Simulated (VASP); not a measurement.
Given:

```xyz
2
Lattice="0.0000 2.3673 2.3673 2.3673 0.0000 2.3673 2.3673 2.3673 0.0000" Properties=species:S:1:pos:R:3 pbc="T T T"
Zr     0.0000     0.0000     0.0000
C      2.3673     2.3673     2.3673
```

Calculation: RPBE GGA, VASP's PBE PAW potentials (set 64) (plane waves; VASP). Settings: 520 eV cut-off, Gaussian smearing of 0.050 eV, potentials Zr_sv C.

Question: Give the energies of bands 6 to 11 at the high-symmetry points, in eV from the Fermi level.

Answer: 
| band | Γ | X | U | L | W |
|---|---|---|---|---|---|
| 6 | 0.89 | -2.14 | -3.04 | -5.24 | -2.63 |
| 7 | 0.89 | -1.71 | -2.33 | -2.90 | -2.37 |
| 8 | 0.89 | 0.00 | -1.59 | -2.90 | -2.37 |
| 9 | 1.06 | 0.00 | 1.46 | 4.36 | 3.20 |
| 10 | 1.06 | 4.28 | 4.73 | 4.36 | 3.20 |
| 11 | 1.06 | 5.47 | 5.23 | 5.17 | 5.48 |

It has no gap at this level: it comes out as a metal or semimetal.

The compound is ZrC in the rock salt structure. It was relaxed first.
